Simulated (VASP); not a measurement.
Calculation: LDA (Ceperley-Alder, Perdew-Zunger), VASP's LDA PAW potentials (set 64) (plane waves; VASP 6.6.1).

The input files of a VASP run:

**INCAR**
```
SYSTEM = C
PREC = Accurate
ENCUT = 620
EDIFF = 1E-6
NELM = 100
ALGO = Normal
LREAL = .FALSE.
LASPH = .TRUE.
ISMEAR = 0
SIGMA = 0.05
LWAVE = .FALSE.
LCHARG = .FALSE.
IBRION = 2
ISIF = 3
NSW = 40
EDIFFG = -0.02
PSTRESS = 450
```

**POSCAR**
```
C
1.0
  1.2014770964  -2.0810181243   0.0000000000
  1.2014770964   2.0810181243   0.0000000000
  0.0000000000   0.0000000000   5.2475042795
C
4
Direct
  1.0000000000   0.0000000000   0.2500000000
  0.0000000000   1.0000000000   0.7500000000
  0.3333330000   0.6666670000   0.2500000000
  0.6666670000   0.3333330000   0.7500000000
```

**KPOINTS**
```
kpoints
0
G
 10 10 4
0 0 0
```

POTCAR, in this order: C (LDA.64 set). Program: vasp_std.

Energy and stress use the plane-wave basis of the starting cell.

Predict the energy per atom (σ→0), volume per atom.

```
Property                       Result
---------------------  --------------
energy per atom (σ→0)  -9.900 eV/atom
volume per atom         6.20 Å^3/atom
```

File OSZICAR:
```
...
       N       E                     dE             d eps       ncg     rms          rms(c)
DAV:   1    -0.396095132939E+02    0.34803E-01   -0.35907E-01  1008   0.517E+00    0.412E-01
DAV:   2    -0.396030293503E+02    0.64839E-02   -0.83486E-03  1168   0.777E-01    0.219E-01
DAV:   3    -0.396005454298E+02    0.24839E-02   -0.75502E-03  1164   0.648E-01    0.544E-02
DAV:   4    -0.396005373309E+02    0.80989E-05   -0.10372E-04  1200   0.956E-02    0.422E-02
DAV:   5    -0.396005201752E+02    0.17156E-04   -0.30761E-05  1168   0.492E-02    0.320E-03
DAV:   6    -0.396005200921E+02    0.83103E-07   -0.43334E-07   692   0.661E-03
   5 F= -.32639520E+02 E0= -.32639188E+02  d E =-.351032E-01
```

The compound is C in the graphite structure. This run relaxes it under an external pressure of 45 GPa. Symmetry was kept, so distortions that lower it aren't found.
